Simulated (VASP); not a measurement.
Output of a VASP run:

OUTCAR:
```
 ion  position               nearest neighbor table
   1  0.000  0.000  0.000-   2 2.77   2 2.77   2 2.77   2 2.77   2 2.77   2 2.77
   2  0.500  0.500  0.500-   1 2.77   1 2.77   1 2.77   1 2.77   1 2.77   1 2.77
  LATTYP: Found a face centered cubic cell.
 ALAT       =     5.5500000000
 Subroutine PRICEL returns:
 Original cell was already a primitive cell.
 Subroutine GETGRP returns: Found 48 space group operations
The static configuration has the point symmetry O_h .
The dynamic configuration has the point symmetry O_h .
 Subroutine INISYM returns: Found 48 space group operations
 Subroutine IBZKPT returns following result:
 Found     29 irreducible k-points:

 Following reciprocal coordinates:
            Coordinates               Weight
  0.000000  0.000000  0.000000      1.000000
  0.125000  0.000000  0.000000      8.000000
  0.250000  0.000000  0.000000      8.000000
  0.375000  0.000000  0.000000      8.000000
  0.500000  0.000000  0.000000      4.000000
  0.125000  0.125000  0.000000      6.000000
  0.250000  0.125000  0.000000     24.000000
  0.375000  0.125000  0.000000     24.000000
  0.500000  0.125000  0.000000     24.000000
 -0.375000  0.125000  0.000000     24.000000
 -0.250000  0.125000  0.000000     24.000000
 -0.125000  0.125000  0.000000     12.000000
  0.250000  0.250000  0.000000      6.000000
  0.375000  0.250000  0.000000     24.000000
  0.500000  0.250000  0.000000     24.000000
 -0.375000  0.250000  0.000000     24.000000
 -0.250000  0.250000  0.000000     12.000000
  0.375000  0.375000  0.000000      6.000000
  0.500000  0.375000  0.000000     24.000000
 -0.375000  0.375000  0.000000     12.000000
  0.500000  0.500000  0.000000      3.000000
  0.375000  0.250000  0.125000     24.000000
  0.500000  0.250000  0.125000     48.000000
 -0.375000  0.250000  0.125000     24.000000
  0.500000  0.375000  0.125000     24.000000
 -0.375000  0.375000  0.125000     48.000000
 -0.250000  0.375000  0.125000     24.000000
 -0.375000  0.500000  0.125000     12.000000
 -0.250000  0.500000  0.250000      6.000000
   k-points           NKPTS =     29   k-points in BZ     NKDIM =     29   number of bands    NBANDS=     13
   number of dos      NEDOS =    301   number of ions     NIONS =      2
   total plane-waves  NPLWV =  27000
   dimension x,y,z NGX =    30 NGY =   30 NGZ =   30
   dimension x,y,z NGXF=    60 NGYF=   60 NGZF=   60
   ions per type =               1   1
   PREC   = accura    normal or accurate (medium, high low for compatibility)
   ISTART =      0    job   : 0-new  1-cont  2-samecut
   ICHARG =      2    charge: 1-file 2-atom 10-const
   ISPIN  =      1    spin polarized calculation?
   LNONCOLLINEAR =      F non collinear calculations
   LSORBIT =      F    spin-orbit coupling
   INIWAV =      1    electr: 0-lowe 1-rand  2-diag
   ENCUT  =  520.0 eV  38.22 Ry    6.18 a.u.   7.30  7.30  7.30*2*pi/ulx,y,z
   NELM   =    100;   NELMIN=  2; NELMDL= -5     # of ELM steps
   EDIFF  = 0.1E-05   stopping-criterion for ELM
   LREAL  =      F    real-space projection
   NLSPLINE    = F    spline interpolate recip. space projectors
   LMAXMIX     =    4 max onsite mixed and CHGCAR
   VOSKOWN=      0    Vosko Wilk Nusair interpolation
   EDIFFG = -.1E-01   stopping-criterion for IOM
   NSW    =     60    number of steps for IOM
   NBLOCK =      1;   KBLOCK =     60    inner block; outer block
   IBRION =      2    ionic relax: 0-MD 1-quasi-New 2-CG
   NFREE  =      1    steps in history (QN), initial steepest desc. (CG)
   ISIF   =      3    stress and relaxation
   ISYM   =      2    0-nonsym 1-usesym 2-fastsym
   TEIN   =    0.0    initial temperature
   TEBEG  =    0.0;   TEEND  =   0.0 temperature during run
   SMASS  =  -3.00    Nose mass-parameter (am)
   PSTRESS=    0.0 pullay stress
   NELECT =      18.0000    total number of electrons
   EFERMI =   0.00;   METHOD = LEGACY
   ISMEAR =     0;   SIGMA  =   0.05  broadening in eV -4-tet -1-fermi 0-gaus
   IALGO  =     38    algorithm
...
```

**OSZICAR**
```
       N       E                     dE             d eps       ncg     rms          rms(c)
DAV:   1     0.794890551996E+02    0.79489E+02   -0.90428E+03   770   0.129E+03
DAV:   2    -0.287586902065E+02   -0.10825E+03   -0.10238E+03   889   0.261E+02
DAV:   3    -0.331415185516E+02   -0.43828E+01   -0.43691E+01   869   0.570E+01
DAV:   4    -0.331776259890E+02   -0.36107E-01   -0.36104E-01   854   0.570E+00
DAV:   5    -0.331781716840E+02   -0.54570E-03   -0.54569E-03   864   0.711E-01    0.678E+00
DAV:   6    -0.280668579049E+02    0.51113E+01   -0.47245E+00   754   0.261E+01    0.673E+00
DAV:   7    -0.281015996620E+02   -0.34742E-01   -0.22338E-01   774   0.630E+00    0.403E+00
DAV:   8    -0.280268750324E+02    0.74725E-01   -0.23598E-01   754   0.535E+00    0.120E+00
DAV:   9    -0.280872364565E+02   -0.60361E-01   -0.51596E-02   759   0.260E+00    0.454E-01
DAV:  10    -0.280892007061E+02   -0.19642E-02   -0.47709E-03   769   0.101E+00    0.230E-01
DAV:  11    -0.280894352611E+02   -0.23456E-03   -0.49277E-03   824   0.665E-01    0.130E-01
DAV:  12    -0.280896086600E+02   -0.17340E-03   -0.11057E-03   764   0.341E-01    0.594E-02
DAV:  13    -0.280897293753E+02   -0.12072E-03   -0.43368E-04   759   0.307E-01    0.495E-02
DAV:  14    -0.280898352242E+02   -0.10585E-03   -0.37806E-05   799   0.650E-02    0.365E-02
DAV:  15    -0.280898445716E+02   -0.93473E-05   -0.35346E-05   774   0.764E-02    0.892E-03
DAV:  16    -0.280898428344E+02    0.17372E-05   -0.58255E-06   754   0.284E-02    0.186E-03
DAV:  17    -0.280898433117E+02   -0.47737E-06   -0.26766E-07   377   0.589E-03
   1 F= -.28089843E+02 E0= -.28089843E+02  d E =-.280898E+02
       N       E                     dE             d eps       ncg     rms          rms(c)
DAV:   1    -0.282201821408E+02   -0.13034E+00   -0.24236E+00   754   0.175E+01    0.253E+00
DAV:   2    -0.280976154777E+02    0.12257E+00   -0.34689E-01   754   0.709E+00    0.738E-01
DAV:   3    -0.280939460814E+02    0.36694E-02   -0.19021E-02   764   0.136E+00    0.538E-01
DAV:   4    -0.280890575816E+02    0.48885E-02   -0.85567E-03   799   0.865E-01    0.149E-01
DAV:   5    -0.280940606581E+02   -0.50031E-02   -0.37690E-03   779   0.653E-01    0.873E-02
DAV:   6    -0.280946831991E+02   -0.62254E-03   -0.11089E-03   759   0.316E-01    0.601E-02
DAV:   7    -0.280948895419E+02   -0.20634E-03   -0.23335E-04   754   0.176E-01    0.199E-02
DAV:   8    -0.280948980331E+02   -0.84912E-05   -0.16449E-05   769   0.470E-02    0.129E-02
DAV:   9    -0.280948950219E+02    0.30112E-05   -0.73590E-06   754   0.316E-02    0.233E-03
DAV:  10    -0.280949012027E+02   -0.61808E-05   -0.20747E-06   720   0.168E-02    0.115E-03
DAV:  11    -0.280949007342E+02    0.46854E-06   -0.64772E-08   377   0.320E-03
   2 F= -.28094901E+02 E0= -.28094901E+02  d E =-.505742E-02
```

### OUTCAR
```
------------------------ aborting loop because EDIFF is reached ----------------------------------------
  FORCE on cell =-STRESS in cart. coord.  units (eV):
  Direction    XX          YY          ZZ          XY          YZ          ZX
  --------------------------------------------------------------------------------------
  Total        0.0077316      0.0077316      0.0077316      0.0000000      0.0000000     -0.0000000
  in kB        0.2978380      0.2978380      0.2978380      0.0000000      0.0000000     -0.0000000
  external PRESSURE =       0.2978380 kB  Pullay stress =       0.0000000 kB
  volume of cell :       41.59
      direct lattice vectors                 reciprocal lattice vectors
    -0.000000000  2.749935197  2.749935197    -0.181822466  0.181822466  0.181822466
     2.749935197  0.000000000  2.749935197     0.181822466 -0.181822466  0.181822466
     2.749935197  2.749935197  0.000000000     0.181822466  0.181822466 -0.181822466
  FREE ENERGIE OF THE ION-ELECTRON SYSTEM (eV)
  ---------------------------------------------------
  free  energy   TOTEN  =       -28.0949007342 eV

  energy  without entropy=      -28.0949007342  energy(sigma->0) =      -28.09490073

 reached required accuracy - stopping structural energy minimisation
```
(Selected blocks of OUTCAR.)

File POSCAR:
```
AgCl
1
    0.0000000000     2.7750000000     2.7750000000
    2.7750000000     0.0000000000     2.7750000000
    2.7750000000     2.7750000000     0.0000000000
Ag Cl
1 1
Direct
  0.0000000000   0.0000000000   0.0000000000
  0.5000000000   0.5000000000   0.5000000000
```

Q: Reconstruct the remaining input files.

A: Several could match; the one computed here: the input of the run itself, r2SCAN+rVV10, plane waves, VASP's PBE PAW potentials (set 64).

INCAR:
```
# general
SYSTEM   = AgCl
PREC     = Accurate
ENCUT    = 520   # plane-wave cut-off (eV)
LREAL    = .False.   # projection in real space or not
LASPH    = .True.   # aspherical one-centre terms

# electronic loop
EDIFF    = 1E-6
NELM     = 100
ALGO     = Normal   # blocked Davidson
LMAXMIX  = 4   # l cut-off of mixed one-centre charges
LMIXTAU  = .True.

# smearing
ISMEAR   = 0   # Gaussian
SIGMA    = 0.05   # width (eV)

# functional
METAGGA  = R2SCAN
LUSE_VDW = .True.
BPARAM   = 11.95
CPARAM   = 0.0093

# ions
IBRION   = 2   # conjugate gradients
NSW      = 60   # most ionic steps
ISIF     = 3
EDIFFG   = -0.01   # ionic stop

# output
LWAVE    = .False.
LCHARG   = .False.
```

### KPOINTS
```
Automatic
0
Gamma
  8 8 8
```

POTCAR, in this order: Ag Cl (PBE.64 set). Program: vasp_std.

Energy and stress use the plane-wave basis of the starting cell.

The compound is AgCl in the rock salt structure. This run relaxes it. Symmetry was kept, so distortions that lower it aren't found.
